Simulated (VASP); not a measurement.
An input for Ansatz (written as the equivalent of a VASP run, and not itself run):

Ansatz 0.2 input:
```yaml
crystal:
  lattice:
    - [0.0000000, 2.6664231, 2.6664231]
    - [2.6664231, 0.0000000, 2.6664231]
    - [10.8832520, 10.8832520, -0.2175595]
  atoms:
    - { symbol: Hg, position: [0.0183047, 0.0183047, 0.9862714] }
    - { symbol: Se, position: [0.2027890, 0.2027890, 0.0979083] }
    - { symbol: Se, position: [0.2327223, 0.2327223, 0.3254583] }
    - { symbol: Se, position: [0.2588107, 0.2588107, 0.5558920] }
    - { symbol: Se, position: [0.2880464, 0.2880464, 0.7839652] }
    - { symbol: Be, position: [0.9730514, 0.9730514, 0.2702115] }
    - { symbol: Be, position: [0.0002886, 0.0002886, 0.4997836] }
    - { symbol: Be, position: [0.0259870, 0.0259870, 0.7305098] }
kpoints:
  mp_grid: { grid: [7, 7, 2] }
hamiltonian:
  xc: pbesol
  pseudopotentials: { kind: paw }
scf:
  occupations: { method: gaussian, width: 0.05 }
  max_iter: 100
relax:
  max_steps: 60
  f_tol: 0.02
  cell: {}
output: { forces: true, stress: true, eigenvalues: true }
```

**Question.** Translate this input to VASP (INCAR, KPOINTS, POSCAR, choice of POTCAR).

**Answer.** One answer among several that fit: 
INCAR:
```
ALGO=Normal
EDIFF=1E-6
EDIFFG=-0.02
ENCUT=400
GGA=PS
IBRION=2
ISIF=3
ISMEAR=0
LASPH=.True.
LCHARG=.False.
LMAXMIX=6
LREAL=.False.
LWAVE=.False.
NELM=100
NSW=60
PREC=Accurate
SIGMA=0.05
SYSTEM=Be3HgSe4
```

### POSCAR
```
Be3HgSe4
1.0
  0.0000000000   2.6664231076   2.6664231076
  2.6664231076   0.0000000000   2.6664231076
 10.8832519504  10.8832519504  -0.2175595199
Hg Se Be
1 4 3
Cartesian
 10.7826488069  10.7826488069  -0.1169563764
  1.6062815616   1.6062815616   1.0601415457
  4.1625807339   4.1625807339   1.1702654808
  6.7400110691   6.7400110691   1.2592582543
  9.3001444165   9.3001444165   1.3655480137
  5.5353462825   5.5353462825   5.1303461484
  5.4400400756   5.4400400756  -0.1071938604
  8.0196140579   8.0196140579  -0.0203447358
```

File KPOINTS:
```
Automatic mesh
0
Gamma
7 7 2
0 0 0
```

POTCAR, in this order: Hg Se Be (PBE.64 set). Program: vasp_std.

What does not carry over: each code has its own PAW files, so the cut-off isn't converted (ENCUT is set for VASP's; basis.ecutwfc is left out, and Ansatz then takes the one that its files recommend); Ansatz stops its SCF on the density residual and VASP on the energy change (EDIFF).

The structure was generated: Be3HgSe4 was put into an ordered model structure (R3m), which need not be its known phase. This run relaxes it. Symmetry was kept, so distortions that lower it aren't found. The start is the result of an earlier pass.
